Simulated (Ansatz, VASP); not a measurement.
# Cross-check of SbAs between VASP and Ansatz, part 2 of 2

Aim: how closely do two programs agree when they are given the same cell, functional and k mesh? The cell is generated by rule, not measured, and may not be a known phase. The cell is taken from a series of runs on this material, whose earlier steps may have relaxed, scaled, displaced or heated it; both programs get it as it stands.

VASP 6.6.1 and Ansatz 0.2.0.

So far: The structure; Ansatz: zone-centre phonons, PBEsol.

**3. VASP: zone-centre phonons, PBEsol**

Level of this step: PBEsol; plane waves and PAW (Sb, As); invented cell (VASP).

The same cell, functional, mesh and smearing now go to VASP, with its own data sets.

Lines of VASP's logs that name or quote its potential files are left out, and so is its time.

Contents of INCAR:

```
SYSTEM = SbAs
PREC = Accurate
ENCUT = 500
EDIFF = 1E-08
NELM = 120
ISMEAR = 1
SIGMA = 0.2
LREAL = .FALSE.
ALGO = Normal
GGA = PS
NBANDS = 11
LORBIT = 11
LWAVE = .FALSE.
LCHARG = .FALSE.
ISIF = 2
IBRION = 8
LASPH = .TRUE.
GGA_COMPAT = .FALSE.
KPAR = 2
```

Contents of POSCAR:

```
SbAs
1.0
   -2.0457995723      2.0457995723      2.9383852921
    2.0457995723     -2.0457995723      2.9383852921
    2.0457995723      2.0457995723     -2.9383852921
Sb As
1 1
Direct
    0.0186439671      0.0186439671      0.0000000000
    0.4720104566      0.4720104566      0.0000000000
```

Contents of KPOINTS:

```
Automatic mesh
0
Gamma
14 14 14
0 0 0
```

PAW data sets: Sb and As (PBE family, release 64).

The run is started by

```sh
$ mpirun -np 2 vasp_std
```

Numbers of over 12 decimals in the logs are rounded to 6 here.

Output:

```text
[banner, memory and clock lines left out]
running    2 mpi-ranks, on    1 nodes
 distrk:  each k-point on    1 cores,    2 groups
 distr:  one band on    1 cores,    1 groups

 POSCAR found type information on POSCAR SbAs
 POSCAR found :  2 types and       2 ions
|                                                                             |
|               ----> ADVICE to this user running VASP <----                  |
|                                                                             |
|     You enforced a specific xc type in the INCAR file but a different       |
|     [... a line on the potential file left out ...]
|     I HOPE YOU KNOW WHAT YOU ARE DOING!                                     |
|                                                                             |

 LDA part: xc-table for (Slater+PW92), standard interpolation
 POSCAR, INCAR and KPOINTS ok, starting setup
 FFT: planning ... GRIDC
 FFT: planning ... GRID_SOFT
 FFT: planning ... GRID
 WAVECAR not read
 entering main loop
       N       E                     dE             d eps       ncg     rms          rms(c)
DAV:   1     0.261183000658E+02    0.26118E+02   -0.36576E+03  5368   0.687E+02
DAV:   2    -0.820984026263E+01   -0.34328E+02   -0.33251E+02  7380   0.111E+02
DAV:   3    -0.972135774729E+01   -0.15115E+01   -0.15004E+01  6494   0.248E+01
DAV:   4    -0.973277604467E+01   -0.11418E-01   -0.11417E-01  6126   0.248E+00
DAV:   5    -0.973286156265E+01   -0.85518E-04   -0.85518E-04  6348   0.236E-01    0.307E+00
DAV:   6    -0.966448539626E+01    0.68376E-01   -0.25334E-01  5680   0.173E+00    0.185E+00
DAV:   7    -0.966071846064E+01    0.37669E-02   -0.27404E-02  6268   0.834E-01    0.696E-01
DAV:   8    -0.965948557842E+01    0.12329E-02   -0.31858E-03  5755   0.271E-01    0.879E-02
DAV:   9    -0.965944877855E+01    0.36800E-04   -0.61886E-04  5899   0.123E-01    0.478E-02
DAV:  10    -0.965944920780E+01   -0.42925E-06   -0.30018E-05  6349   0.356E-02    0.238E-02
DAV:  11    -0.965944821478E+01    0.99302E-06   -0.15679E-05  5875   0.162E-02    0.337E-03
DAV:  12    -0.965944805713E+01    0.15765E-06   -0.12292E-06  5995   0.669E-03    0.293E-03
DAV:  13    -0.965944810459E+01   -0.47466E-07   -0.40555E-08  6334   0.126E-03    0.116E-03
DAV:  14    -0.965944813606E+01   -0.31467E-07   -0.32140E-09  3203   0.307E-04    0.486E-04
DAV:  15    -0.965944814695E+01   -0.10893E-07   -0.32409E-09  3050   0.255E-04    0.689E-05
DAV:  16    -0.965944815106E+01   -0.41056E-08   -0.34721E-10  2906   0.113E-04
   1 F= -.96594482E+01 E0= -.96601564E+01  d E =0.212467E-02
 Linear response reoptimize wavefunctions to high precision
DAV:   1    -0.965944814981E+01    0.12503E-08   -0.45213E-11  3260   0.418E-05
DAV:   2    -0.965944814982E+01   -0.58549E-11   -0.62407E-12  2861   0.183E-05
 Linear response DOF=           4
 Linear response progress:
  Degree of freedom:   1/  4
       N       E                     dE             d eps       ncg     rms          rms(c)
RMM:   1    -0.245062123608E-01   -0.24506E-01    0.13573E-03 33401   0.121E+00
RMM:   2    -0.234508773162E-01    0.10553E-02   -0.15210E-03 26067   0.247E-01    0.645E-02
RMM:   3    -0.233738518481E-01    0.77025E-04   -0.27814E-05 27372   0.369E-02    0.381E-02
RMM:   4    -0.233645495342E-01    0.93023E-05   -0.17789E-05 26953   0.244E-02    0.322E-03
RMM:   5    -0.233838389481E-01   -0.19289E-04   -0.97622E-07 27764   0.436E-03    0.682E-04
RMM:   6    -0.233859720012E-01   -0.21331E-05   -0.43824E-08 27718   0.705E-04    0.310E-04
RMM:   7    -0.233854613335E-01    0.51067E-06    0.31200E-08 28213   0.235E-04    0.391E-05
RMM:   8    -0.233855266096E-01   -0.65276E-07   -0.12946E-09 28565   0.385E-05    0.221E-05
RMM:   9    -0.233853976587E-01    0.12895E-06    0.29310E-10 28590   0.201E-05    0.159E-06
RMM:  10    -0.233853999755E-01   -0.23168E-08    0.77770E-10 25224   0.239E-06    0.767E-07
 first order change of Fermi-energy  -0.21849E-03
 force on displaced ion       1 direction 1 :   1.010  -0.000   0.001
 Linear response progress:
  Degree of freedom:   2/  4
       N       E                     dE             d eps       ncg     rms          rms(c)
RMM:   1    -0.230524929071E-01   -0.23052E-01    0.14696E-02 10564   0.119E+00
RMM:   2    -0.227688706423E-01    0.28362E-03   -0.14533E-03  8467   0.233E-01    0.529E-02
RMM:   3    -0.226640834517E-01    0.10479E-03   -0.32078E-05  8808   0.364E-02    0.322E-02
RMM:   4    -0.225727280165E-01    0.91355E-04   -0.17522E-05  8669   0.225E-02    0.602E-03
RMM:   5    -0.225743332208E-01   -0.16052E-05   -0.26523E-07  9010   0.342E-03    0.294E-03
RMM:   6    -0.225776886999E-01   -0.33555E-05   -0.38542E-08  8754   0.121E-03    0.255E-04
RMM:   7    -0.225769675319E-01    0.72117E-06    0.53256E-10  9158   0.207E-04    0.154E-04
RMM:   8    -0.225766575449E-01    0.30999E-06    0.66183E-10  9122   0.882E-05    0.219E-05
RMM:   9    -0.225766179873E-01    0.39558E-07   -0.94601E-10  9360   0.170E-05    0.527E-06
RMM:  10    -0.225766060380E-01    0.11949E-07    0.36777E-12  8903   0.417E-06    0.224E-06
RMM:  11    -0.225766056617E-01    0.37631E-09   -0.81148E-10  7287   0.190E-06    0.343E-07
 first order change of Fermi-energy   0.53984E+00
 force on displaced ion       1 direction 3 :  -0.000  -0.000  -4.926
 Linear response progress:
  Degree of freedom:   3/  4
       N       E                     dE             d eps       ncg     rms          rms(c)
RMM:   1    -0.425354177310E-01   -0.42535E-01    0.63406E-02 38263   0.113E+00
RMM:   2    -0.428977800932E-01   -0.36236E-03   -0.13436E-03 25877   0.222E-01    0.731E-02
RMM:   3    -0.429607831729E-01   -0.63003E-04   -0.26653E-05 27569   0.340E-02    0.424E-02
RMM:   4    -0.431857850442E-01   -0.22500E-03   -0.18298E-05 27491   0.289E-02    0.294E-03
RMM:   5    -0.432002808175E-01   -0.14496E-04   -0.59085E-08 28269   0.378E-03    0.119E-03
RMM:   6    -0.431961598325E-01    0.41210E-05    0.40845E-08 28503   0.589E-04    0.392E-04
RMM:   7    -0.431942115617E-01    0.19483E-05   -0.82839E-09 28678   0.218E-04    0.280E-05
RMM:   8    -0.431944177149E-01   -0.20615E-06   -0.45203E-09 29351   0.265E-05    0.953E-06
RMM:   9    -0.431944991429E-01   -0.81428E-07   -0.25984E-09 28014   0.135E-05    0.251E-06
RMM:  10    -0.431944956326E-01    0.35103E-08    0.49135E-09 26696   0.378E-06    0.101E-06
 first order change of Fermi-energy   0.26716E-03
 force on displaced ion       2 direction 1 :   1.009   0.000   0.001
 Linear response progress:
  Degree of freedom:   4/  4
       N       E                     dE             d eps       ncg     rms          rms(c)
RMM:   1    -0.422745811866E-01   -0.42275E-01    0.65674E-02 12307   0.111E+00
RMM:   2    -0.424119900356E-01   -0.13741E-03   -0.11745E-03  8378   0.208E-01    0.604E-02
RMM:   3    -0.424731760274E-01   -0.61186E-04   -0.30047E-05  8867   0.327E-02    0.352E-02
RMM:   4    -0.426145943370E-01   -0.14142E-03   -0.19599E-05  8850   0.255E-02    0.571E-03
RMM:   5    -0.426203076463E-01   -0.57133E-05   -0.26455E-07  9167   0.384E-03    0.256E-03
RMM:   6    -0.426145783909E-01    0.57293E-05   -0.31520E-08  9136   0.110E-03    0.313E-04
RMM:   7    -0.426152387935E-01   -0.66040E-06   -0.75466E-10  9274   0.198E-04    0.119E-04
RMM:   8    -0.426153964267E-01   -0.15763E-06   -0.58930E-10  8886   0.800E-05    0.249E-05
RMM:   9    -0.426153571580E-01    0.39269E-07    0.28153E-09  9504   0.258E-05    0.163E-05
RMM:  10    -0.426153220585E-01    0.35100E-07    0.90097E-10  9508   0.725E-06    0.104E-06
RMM:  11    -0.426153254807E-01   -0.34222E-08   -0.29990E-11  7186   0.207E-06    0.578E-07
 first order change of Fermi-energy  -0.54003E+00
 force on displaced ion       2 direction 3 :  -0.000  -0.000  -4.922
 Linear response finished
```

From OUTCAR (step 3):

```text
ion  position               nearest neighbor table
   1  0.019  0.019  0.000-   2 2.66   2 2.91   2 2.91   2 2.91   2 2.91   2 3.21
   2  0.472  0.472  0.000-   1 2.66   1 2.91   1 2.91   1 2.91   1 2.91   1 3.21

  LATTYP: Found a body centered tetragonal cell.
 ALAT       =     4.0915991446
 C/A-ratio  =     1.4363016455

 Subroutine GETGRP returns: Found  8 space group operations
 (whereof  8 operations were pure point group operations)

The static configuration has the point symmetry C_4v.

 Found    244 irreducible k-points:

   k-points           NKPTS =    244   k-points in BZ     NKDIM =    244   number of bands    NBANDS=     11

   dimension x,y,z NGX =    30 NGY =   30 NGZ =   30
   dimension x,y,z NGXF=    60 NGYF=   60 NGZF=   60

   ENCUT  =  500.0 eV  36.75 Ry    6.06 a.u.   7.52  7.52  7.52*2*pi/ulx,y,z

   NELECT =      10.0000    total number of electrons

 k-points in reciprocal lattice and weights: Automatic mesh
   0.00000000  0.00000000  0.00000000       0.000
   0.07142857  0.00000000 -0.00000000       0.003
   0.14285714  0.00000000  0.00000000       0.003
   0.21428571  0.00000000 -0.00000000       0.003
   0.28571429  0.00000000  0.00000000       0.003
   0.35714286  0.00000000 -0.00000000       0.003
   0.42857143  0.00000000 -0.00000000       0.003
   0.50000000  0.00000000 -0.00000000       0.001
   0.07142857  0.07142857 -0.00000000       0.003
[...]
-0.42857143 -0.42857143  0.42857143       0.001
   0.50000000  0.50000000  0.50000000       0.000

 average (electrostatic) potential at core
       1 -86.1222       2 -47.9653

  Total        0.0444010      0.0444010      0.0896494      0.0000000      0.0000000      0.0000000
  in kB        1.4461349      1.4461349      2.9198665      0.0000000      0.0000000      0.0000000
  external PRESSURE =       1.9373788 kB  Pullay stress =       0.0000000 kB

  energy-cutoff  :      500.00
  volume of cell :       49.19
      direct lattice vectors                 reciprocal lattice vectors
    -2.045799572  2.045799572  2.938385292     0.000000000  0.244403219  0.170161483
     2.045799572 -2.045799572  2.938385292     0.244403219  0.000000000  0.170161483
     2.045799572  2.045799572 -2.938385292     0.244403219  0.244403219  0.000000000

 POSITION                                       TOTAL-FORCE (eV/Angst)
 -----------------------------------------------------------------------------------
      0.00000      0.00000      0.10957         0.000000      0.000000     -0.036981
      0.00000      0.00000      2.77390        -0.000000     -0.000000      0.036981
 -----------------------------------------------------------------------------------
    total drift:                               -0.000000     -0.000000     -0.000041

 Eigenvectors and eigenvalues of the dynamical matrix
 ----------------------------------------------------

   1 f  =    5.093526 THz    32.003568 2PiTHz  169.901743 cm-1    21.065122 meV
             X         Y         Z           dx          dy          dz
      0.000000  0.000000  0.109566    -0.000000   -0.000000   -0.617360
      0.000000  0.000000  2.773897    -0.000000   -0.000000    0.786680

   2 f  =    0.000575 THz     0.003612 2PiTHz    0.019175 cm-1     0.002377 meV
             X         Y         Z           dx          dy          dz
      0.000000  0.000000  0.109566     0.089247    0.781565    0.000000
      0.000000  0.000000  2.773897     0.070046    0.613420    0.000000

   3 f  =    0.000575 THz     0.003612 2PiTHz    0.019175 cm-1     0.002377 meV
             X         Y         Z           dx          dy          dz
      0.000000  0.000000  0.109566    -0.781565    0.089247    0.000000
      0.000000  0.000000  2.773897    -0.613420    0.070046    0.000000

   4 f/i=    0.000969 THz     0.006090 2PiTHz    0.032331 cm-1     0.004009 meV
             X         Y         Z           dx          dy          dz
      0.000000  0.000000  0.109566     0.000000   -0.000000    0.786680
      0.000000  0.000000  2.773897    -0.000000   -0.000000    0.617360

   5 f/i=    2.306210 THz    14.490343 2PiTHz   76.926877 cm-1     9.537713 meV
             X         Y         Z           dx          dy          dz
      0.000000  0.000000  0.109566    -0.000000    0.617407    0.000000
      0.000000  0.000000  2.773897     0.000000   -0.786644    0.000000

   6 f/i=    2.306210 THz    14.490343 2PiTHz   76.926877 cm-1     9.537713 meV
             X         Y         Z           dx          dy          dz
      0.000000  0.000000  0.109566    -0.617407    0.000000    0.000000
      0.000000  0.000000  2.773897     0.786644    0.000000    0.000000

 ELASTIC MODULI CONTR FROM IONIC RELAXATION (kBar)
 Direction    XX          YY          ZZ          XY          YZ          ZX
 --------------------------------------------------------------------------------
 XX          -4.3448     -4.3448    -59.5575      0.0000      0.0000     -0.0000
 YY          -4.3448     -4.3448    -59.5575      0.0000      0.0000     -0.0000
 ZZ         -59.5575    -59.5575   -816.4000      0.0000      0.0000     -0.0000
 XY           0.0000      0.0000      0.0000      0.0000      0.0000      0.0000
 YZ           0.0000      0.0000      0.0000      0.0000     -0.0000      0.0000
 ZX          -0.0000     -0.0000     -0.0000      0.0000      0.0000     -0.0000
 --------------------------------------------------------------------------------
```

**4. Side by side**

Known differences besides the potentials themselves: the data sets hold 30 valence electrons in Ansatz (on its default PAW (the set named soft_2) files) and 10 in VASP; the cutoff is 420 eV in Ansatz and 500 eV in VASP; Ansatz makes its cores anew for this functional, VASP keeps those of its PBE data sets. Total energies have different zeros and are not compared.

Both answers:

```tsv
quantity	Ansatz	VASP	difference
optical mode 1 to 2 (imaginary, printed as negative) (cm⁻¹)	-82.9	-76.9	-6.0
optical mode 3 (cm⁻¹)	166.2	169.9	-2.17 %
```

Modes are paired by rising frequency, not by their patterns, so a pair may set unlike modes beside each other; they are those without the splitting of longitudinal modes.

**5. What came out**

| Quantity | Value |
| --- | --- |
| r.m.s. difference of the optical zone-centre modes, each program's sorted by frequency (zone-centre phonons, PBEsol) | 5.3 cm⁻¹ |
| difference in optical mode 3 (zone-centre phonons, PBEsol) | -2.2 % |

**Reading.** The r.m.s. difference of the optical zone-centre modes, each program's sorted by frequency is 5.3 cm⁻¹ (zone-centre phonons, PBEsol). The data sets hold unlike numbers of valence electrons (30 in Ansatz and 10 in VASP), so part of the differences comes from the potentials. Among the rows given in per cent, the largest difference of the zone-centre phonons, PBEsol pair is in optical mode 3, -2.2 %. How closely two codes agree says nothing of how well the functional describes the real material.

[Lines on the potential files, build, host, timing and source positions are cut from VASP's logs without a mark.]

[Logs are printed without paths, hosts, clocks, repeated set-up lines and the standing remarks that a program may print on its own settings, such as how far it seeks lower states.]

[Hosts, paths, dates, database ids (printed as entryN), source tags and the programs' standing remarks are cut or masked in the printed files.]
